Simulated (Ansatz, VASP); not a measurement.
# Cross-check of Nb3Sb between VASP and Ansatz

One calculation is typed for both programs; each brings its own data sets and cutoff. How far apart do they land?

Program: Ansatz 0.2.0. Level of theory: plane waves, with VASP 6.6.1 beside it; relaxation of cell and atoms at PBEsol. Results are calculated unless marked as measured.

## 1. Starting point

Symmetry: Pm-3n, No. 223, cubic system. The conventional cell has a = 5.264 Å, b = 5.264 Å, c = 5.264 Å, α = 90.00°, β = 90.00°, γ = 90.00°. Sb has 12 Nb at 2.94 Å nearest. Nearest to Nb lie 2 Nb at 2.63 Å and 4 Sb at 2.94 Å. Farther neighbours are not listed.

Coordinates:

```cif
data_structure
_symmetry_space_group_name_H-M 'P 1'
_symmetry_Int_Tables_number 1
_cell_length_a 5.2643
_cell_length_b 5.2643
_cell_length_c 5.2643
_cell_angle_alpha 90.000
_cell_angle_beta 90.000
_cell_angle_gamma 90.000
_cell_volume 145.89
loop_
_atom_site_label
_atom_site_type_symbol
_atom_site_fract_x
_atom_site_fract_y
_atom_site_fract_z
_atom_site_occupancy
Sb1 Sb 0.50000 0.50000 0.50000 1
Sb2 Sb 0.00000 0.00000 0.00000 1
Nb3 Nb 0.00000 0.50000 0.25000 1
Nb4 Nb 0.00000 0.50000 0.75000 1
Nb5 Nb 0.50000 0.25000 0.00000 1
Nb6 Nb 0.75000 0.00000 0.50000 1
Nb7 Nb 0.50000 0.75000 0.00000 1
Nb8 Nb 0.25000 0.00000 0.50000 1
```

## 2. VASP: relaxation of cell and atoms, PBEsol

The relaxed volume is the usual yardstick between codes: its relative difference is about their pressure difference at one cell divided by the bulk modulus.

Lines of VASP's logs that name or quote its potential files are left out, and so is its time.

The input, INCAR:

```
SYSTEM = Nb3Sb
PREC = Accurate
ENCUT = 350
EDIFF = 1E-06
NELM = 120
ISMEAR = 1
SIGMA = 0.15
LREAL = .FALSE.
ALGO = Normal
GGA = PS
NBANDS = 47
LORBIT = 11
LWAVE = .FALSE.
LCHARG = .FALSE.
KPAR = 4
IBRION = 2
NSW = 40
ISIF = 3
EDIFFG = -0.02
POTIM = 0.4
```

The input, POSCAR:

```
Nb3Sb
1.0
    5.2643000000      0.0000000000      0.0000000000
    0.0000000000      5.2643000000      0.0000000000
    0.0000000000      0.0000000000      5.2643000000
Sb Nb
2 6
Direct
    0.5000000000      0.5000000000      0.5000000000
    0.0000000000      0.0000000000      0.0000000000
    0.0000000000      0.5000000000      0.2500000000
    0.0000000000      0.5000000000      0.7500000000
    0.5000000000      0.2500000000      0.0000000000
    0.7500000000      0.0000000000      0.5000000000
    0.5000000000      0.7500000000      0.0000000000
    0.2500000000      0.0000000000      0.5000000000
```

The input, KPOINTS:

```
Automatic mesh
0
Gamma
5 5 5
0 0 0
```

Potentials, in the order of the species: Sb and Nb_pv (PBE family, release 64).

Command:

```console
$ mpirun -np 4 vasp_std
```

Numbers of over 12 decimals in the logs are rounded to 6 here.

What it wrote:

```text
[banner, memory and clock lines left out]
running    4 mpi-ranks, on    1 nodes
 distrk:  each k-point on    1 cores,    4 groups
 distr:  one band on    1 cores,    1 groups

 POSCAR found type information on POSCAR SbNb
 POSCAR found :  2 types and       8 ions
|                                                                             |
|               ----> ADVICE to this user running VASP <----                  |
|                                                                             |
|     You enforced a specific xc type in the INCAR file but a different       |
|     [... a line on the potential file left out ...]
|     I HOPE YOU KNOW WHAT YOU ARE DOING!                                     |
|                                                                             |

 LDA part: xc-table for (Slater+PW92), standard interpolation
 POSCAR, INCAR and KPOINTS ok, starting setup
 FFT: planning ... GRIDC
 FFT: planning ... GRID_SOFT
 FFT: planning ... GRID
 WAVECAR not read
 entering main loop
       N       E                     dE             d eps       ncg     rms          rms(c)
DAV:   1     0.765159172444E+03    0.76516E+03   -0.29194E+04   964   0.127E+03
DAV:   2    -0.208597553959E+02   -0.78602E+03   -0.76692E+03  1048   0.660E+02
DAV:   3    -0.761720282053E+02   -0.55312E+02   -0.52886E+02  1544   0.154E+02
DAV:   4    -0.798076276520E+02   -0.36356E+01   -0.34445E+01  1520   0.359E+01
DAV:   5    -0.799784902257E+02   -0.17086E+00   -0.16773E+00  1560   0.693E+00    0.451E+01
DAV:   6    -0.773243169248E+02    0.26542E+01   -0.49754E+00  1456   0.161E+01    0.196E+01
DAV:   7    -0.767066346532E+02    0.61768E+00   -0.17972E+00  1400   0.950E+00    0.203E+00
DAV:   8    -0.766828323563E+02    0.23802E-01   -0.11983E-01  1400   0.208E+00    0.414E-01
DAV:   9    -0.766820865242E+02    0.74583E-03   -0.71220E-03  1448   0.562E-01    0.202E-01
DAV:  10    -0.766819534681E+02    0.13306E-03   -0.81201E-04  1400   0.216E-01    0.960E-02
DAV:  11    -0.766819609240E+02   -0.74559E-05   -0.64389E-05  1480   0.539E-02    0.274E-02
DAV:  12    -0.766819554944E+02    0.54296E-05   -0.66812E-06  1216   0.148E-02    0.192E-03
DAV:  13    -0.766819546593E+02    0.83507E-06   -0.31810E-07   872   0.558E-03
   1 F= -.76681955E+02 E0= -.76682413E+02  d E =-.766820E+02
 curvature:   0.00 expect dE= 0.000E+00 dE for cont linesearch  0.000E+00
 trial: gam= 0.00000 g(F)=  0.802E-50 g(S)=  0.121E-01 ort = 0.000E+00 (trialstep = 0.100E+01)
 search vector abs. value=  0.121E-01
 bond charge predicted
       N       E                     dE             d eps       ncg     rms          rms(c)
DAV:   1    -0.767527140535E+02   -0.70759E-01   -0.20353E+00  1080   0.101E+01    0.336E+00
DAV:   2    -0.766918785840E+02    0.60835E-01   -0.15274E-01  1200   0.346E+00    0.103E+00
DAV:   3    -0.766793393634E+02    0.12539E-01   -0.61558E-02  1328   0.174E+00    0.533E-01
DAV:   4    -0.766795561595E+02   -0.21680E-03   -0.97982E-03  1376   0.545E-01    0.181E-01
DAV:   5    -0.766790070070E+02    0.54915E-03   -0.18562E-03  1336   0.367E-01    0.637E-02
DAV:   6    -0.766789855088E+02    0.21498E-04   -0.11057E-04  1536   0.722E-02    0.412E-02
DAV:   7    -0.766789380178E+02    0.47491E-04   -0.24382E-04  1448   0.997E-02    0.421E-03
DAV:   8    -0.766789378777E+02    0.14006E-06   -0.88184E-06  1224   0.197E-02
   2 F= -.76678938E+02 E0= -.76679513E+02  d E =0.301678E-02
 trial-energy change:    0.003017  1 .order    0.003119   -0.012140    0.018377
 step:   0.4026(harm=  0.3978)  dis= 0.00000  next Energy=   -76.684405 (dE=-0.245E-02)
 bond charge predicted
       N       E                     dE             d eps       ncg     rms          rms(c)
DAV:   1    -0.767107737631E+02   -0.31836E-01   -0.73282E-01  1052   0.612E+00    0.177E+00
DAV:   2    -0.766893520028E+02    0.21422E-01   -0.49522E-02  1210   0.187E+00    0.710E-01
DAV:   3    -0.766846372688E+02    0.47147E-02   -0.26487E-02  1329   0.119E+00    0.391E-01
DAV:   4    -0.766845023179E+02    0.13495E-03   -0.83080E-04  1352   0.234E-01    0.226E-01
DAV:   5    -0.766844196235E+02    0.82694E-04   -0.70125E-04  1152   0.131E-01    0.171E-01
DAV:   6    -0.766844271770E+02   -0.75535E-05   -0.59555E-05  1536   0.508E-02    0.151E-01
DAV:   7    -0.766844181034E+02    0.90736E-05   -0.14457E-05  1360   0.212E-02    0.713E-02
DAV:   8    -0.766844113733E+02    0.67301E-05   -0.28684E-05  1512   0.376E-02    0.811E-03
DAV:   9    -0.766844113192E+02    0.54120E-07   -0.45510E-07   680   0.596E-03
   3 F= -.76684411E+02 E0= -.76684915E+02  d E =-.245666E-02
 curvature:  -0.20 expect dE=-0.939E-07 dE for cont linesearch -0.939E-07
 trial: gam= 0.00000 g(F)=  0.372E-50 g(S)=  0.472E-06 ort =-0.757E-04 (trialstep = 0.881E+00)
 search vector abs. value=  0.472E-06
 reached required accuracy - stopping structural energy minimisation
```

Parts of OUTCAR (step 2):

```text
ion  position               nearest neighbor table
   1  0.500  0.500  0.500-   3 2.94   4 2.94   5 2.94   6 2.94   7 2.94   8 2.94   5 2.94   7 2.94
                             6 2.94   8 2.94   3 2.94   4 2.94
   2  0.000  0.000  0.000-   3 2.94   4 2.94   5 2.94   6 2.94   7 2.94   8 2.94   6 2.94   8 2.94
                             3 2.94   4 2.94   5 2.94   7 2.94
   3  0.000  0.500  0.250-   4 2.63   4 2.63   1 2.94   2 2.94   2 2.94   1 2.94   8 3.22   5 3.22
                             6 3.22   6 3.22   8 3.22   7 3.22   5 3.22   7 3.22
   4  0.000  0.500  0.750-   3 2.63   3 2.63   1 2.94   2 2.94   2 2.94   1 2.94   8 3.22   5 3.22
                             6 3.22   6 3.22   8 3.22   7 3.22   5 3.22   7 3.22
   5  0.500  0.250  0.000-   7 2.63   7 2.63   1 2.94   1 2.94   2 2.94   2 2.94   6 3.22   8 3.22
                             8 3.22   6 3.22   3 3.22   4 3.22   3 3.22   4 3.22
   6  0.750  0.000  0.500-   8 2.63   8 2.63   1 2.94   2 2.94   1 2.94   2 2.94   5 3.22   7 3.22
                             5 3.22   7 3.22   3 3.22   3 3.22   4 3.22   4 3.22
   7  0.500  0.750  0.000-   5 2.63   5 2.63   1 2.94   1 2.94   2 2.94   2 2.94   6 3.22   8 3.22
                             8 3.22   6 3.22   3 3.22   4 3.22   3 3.22   4 3.22
   8  0.250  0.000  0.500-   6 2.63   6 2.63   1 2.94   2 2.94   1 2.94   2 2.94   5 3.22   7 3.22
                             7 3.22   5 3.22   3 3.22   3 3.22   4 3.22   4 3.22

  LATTYP: Found a simple cubic cell.
 ALAT       =     5.2643000000

 Subroutine GETGRP returns: Found 48 space group operations
 (whereof 24 operations were pure point group operations)

The static configuration has the point symmetry T_h .
 The point group associated with its full space group is O_h .

 Found     10 irreducible k-points:

   k-points           NKPTS =     10   k-points in BZ     NKDIM =     10   number of bands    NBANDS=     47

   dimension x,y,z NGX =    32 NGY =   32 NGZ =   32
   dimension x,y,z NGXF=    64 NGYF=   64 NGZF=   64

   ENCUT  =  350.0 eV  25.72 Ry    5.07 a.u.   8.03  8.03  8.03*2*pi/ulx,y,z

   NELECT =      76.0000    total number of electrons

 k-points in reciprocal lattice and weights: Automatic mesh
   0.00000000  0.00000000  0.00000000       0.008
   0.20000000  0.00000000  0.00000000       0.048
   0.40000000  0.00000000  0.00000000       0.048
   0.20000000  0.20000000  0.00000000       0.096
   0.40000000  0.20000000  0.00000000       0.192
   0.40000000  0.40000000  0.00000000       0.096
   0.20000000  0.20000000  0.20000000       0.064
   0.40000000  0.20000000  0.20000000       0.192
   0.40000000  0.40000000  0.20000000       0.192
   0.40000000  0.40000000  0.40000000       0.064

 average (electrostatic) potential at core
       1 -85.1428       2 -85.1428       3 -32.7677       4 -32.7677       5 -32.7677
       6 -32.7677       7 -32.7677       8 -32.7677

 E-fermi :   7.2381

 k-point     1 :       0.0000    0.0000    0.0000
  band No.  band energies     occupation
    ...
     34       6.3546      2.00000
     35       6.3546      2.00000
     36       6.3546      2.00000
     37       6.9861      2.03886
     38       6.9861      2.03886
     39       8.2306     -0.00000
     40       9.4727     -0.00000
     41       9.4727     -0.00000
     42       9.4727     -0.00000
     43      10.3963      0.00000
    ...

 k-point     2 :       0.2000    0.0000    0.0000
  band No.  band energies     occupation
    ...
     34       6.3289      2.00000
     35       6.3354      2.00000
     36       6.3354      2.00000
     37       7.0222      2.06048
     38       7.0331      2.06584
     39       8.7524     -0.00000
     40       8.9666     -0.00000
     41       9.3060     -0.00000
     42       9.3060     -0.00000
     43      10.0177     -0.00000
    ...

 k-point     3 :       0.4000    0.0000    0.0000
  band No.  band energies     occupation
    ...
     34       5.9906      2.00000
     35       6.0940      2.00000
     36       6.2030      2.00000
     37       6.3958      2.00000
     38       6.8678      2.00266
     39       8.1492     -0.00000
     40       9.2035     -0.00000
     41       9.2035     -0.00000
     42       9.3343     -0.00000
     43       9.6982     -0.00000
    ...

  Total        0.0057107      0.0057107      0.0057107     -0.0000000     -0.0000000      0.0000000
  in kB        0.0630522      0.0630522      0.0630522     -0.0000000     -0.0000000      0.0000000
  external PRESSURE =       0.0630522 kB  Pullay stress =       0.0000000 kB

  energy-cutoff  :      350.00
  volume of cell :      145.11
      direct lattice vectors                 reciprocal lattice vectors
     5.254934958  0.000000000 -0.000000000     0.190297313  0.000000000 -0.000000000
    -0.000000000  5.254934958 -0.000000000    -0.000000000  0.190297313 -0.000000000
     0.000000000  0.000000000  5.254934958     0.000000000  0.000000000  0.190297313

 POSITION                                       TOTAL-FORCE (eV/Angst)
 -----------------------------------------------------------------------------------
      2.62747      2.62747      2.62747        -0.000000      0.000000     -0.000000
      0.00000      0.00000      0.00000        -0.000000      0.000000     -0.000000
      0.00000      2.62747      1.31373        -0.000000      0.000000      0.000000
      0.00000      2.62747      3.94120         0.000000     -0.000000     -0.000000
      2.62747      1.31373     -0.00000         0.000000      0.000000     -0.000000
      3.94120      0.00000      2.62747        -0.000000     -0.000000     -0.000000
      2.62747      3.94120     -0.00000        -0.000000     -0.000000      0.000000
      1.31373      0.00000      2.62747         0.000000      0.000000      0.000000
 -----------------------------------------------------------------------------------
    total drift:                                0.000000     -0.000000      0.000000

  FREE ENERGIE OF THE ION-ELECTRON SYSTEM (eV)
  ---------------------------------------------------
  free  energy   TOTEN  =       -76.6844113192 eV

  energy  without entropy=      -76.6859218692  energy(sigma->0) =      -76.68491484

 reached required accuracy - stopping structural energy minimisation

 total charge
# of ion       s       p       d       tot
------------------------------------------
    1        1.059   1.380   0.108   2.547
    2        1.059   1.380   0.108   2.547
    3        0.354   6.315   3.158   9.827
    4        0.354   6.315   3.158   9.827
    5        0.354   6.315   3.158   9.827
    6        0.354   6.315   3.158   9.827
    7        0.354   6.315   3.158   9.827
    8        0.354   6.315   3.158   9.827
--------------------------------------------------
tot          4.242  40.652  19.162  64.056

[... 3 further parts left out ...]
```

CONTCAR:

```
Nb3Sb
   1.00000000000000
     5.2549349582762250    0.0000000000000000   -0.0000000000000000
    -0.0000000000000000    5.2549349582762250   -0.0000000000000000
     0.0000000000000000    0.0000000000000000    5.2549349582762250
  Sb              Nb
     2     6
Direct
     0.5000000000000000    0.5000000000000000    0.5000000000000000
     0.0000000000000000    0.0000000000000000    0.0000000000000000
     0.0000000000000000    0.5000000000000000    0.2500000000000000
     0.0000000000000000    0.5000000000000000    0.7500000000000000
     0.5000000000000000    0.2500000000000000    0.0000000000000000
     0.7500000000000000    0.0000000000000000    0.5000000000000000
     0.5000000000000000    0.7500000000000000    0.0000000000000000
     0.2500000000000000    0.0000000000000000    0.5000000000000000
```

The k-mesh is coarse for a metal.

(Part 1 of 2 ends here.)

[Lines on the potential files, build, host, timing and source positions are cut from VASP's logs without a mark.]

[Logs are printed without paths, hosts, clocks, repeated set-up lines and the standing remarks that a program may print on its own settings, such as how far it seeks lower states.]

[Hosts, paths, dates, database ids (printed as entryN), source tags and the programs' standing remarks are cut or masked in the printed files.]
